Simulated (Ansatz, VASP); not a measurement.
# One calculation of Ta3AsAu2O13, two programs

```xyz
19
Lattice="5.2424 3.0267 4.1427 -5.2424 3.0267 4.1427 0.0000 -6.0534 4.1427" Properties=species:S:1:pos:R:3 pbc="T T T"
Ta   -1.7887    1.0327    4.2854
Ta    0.0000   -2.0655    4.2854
Ta    1.7887    1.0327    4.2854
As    0.0000    0.0000    6.9446
Au    0.0000    0.0000   12.0005
Au    0.0000    0.0000    9.3342
O    -1.3566    0.7832    6.1532
O     0.0000   -1.5665    6.1532
O     1.3566    0.7832    6.1532
O     2.5380   -0.6359    3.6068
O    -0.7183    2.5159    3.6068
O    -1.8197   -1.8800    3.6068
O     1.8197   -1.8800    3.6068
O    -2.5380   -0.6359    3.6068
O     0.7183    2.5159    3.6068
O    -3.3469    1.9323    4.0073
O     0.0000   -3.8647    4.0073
O     3.3469    1.9323    4.0073
O     0.0000    0.0000    3.8329
```

The cell was built by a generator and needn't be a form met in nature.

Alike in both runs: functional PBE; k mesh 4 × 4 × 4; occupations fermi-dirac, width 0.05 eV; no spin polarisation.

|  | VASP | Ansatz |
| --- | --- | --- |
| version | VASP 6.6.1 | Ansatz 0.2.0 |
| potentials or method | VASP PAW PBE potentials, release 64 (Ta_pv, As, Au, O) | Ansatz PAW |
| plane-wave cutoff (eV) | 520 | 420 |
| valence electrons in the cell | 138 | 170 |
| task | electrostatic potential | single point |

Ansatz gave:

```
gap on the k mesh at the Fermi level (eV)       : 1.07
least direct gap on the mesh (eV)               : 1.11
pressure (GPa)                                  : 0.0
largest component of the traceless stress (GPa) : 0.01
rms of the force components (eV/Å)              : 0.002
```

Question: Which values does VASP return?

Answer: gap on the k mesh at the Fermi level (eV): 1.06; least direct gap on the mesh (eV): 1.09; pressure (GPa): 0.6; largest component of the traceless stress (GPa): 0.29; rms of the force components (eV/Å): 0.100.

Atom by atom the forces differ by 0.098 eV/Å (rms over components). The two sets of potentials don't hold the same shells in valence.

Caveats: spin-orbit coupling is left out, which moves the levels of the heavy elements; the pressure holds a Pulay correction of +0.4 GPa for the finite cutoff (Ansatz). A k mesh can miss the band edges.
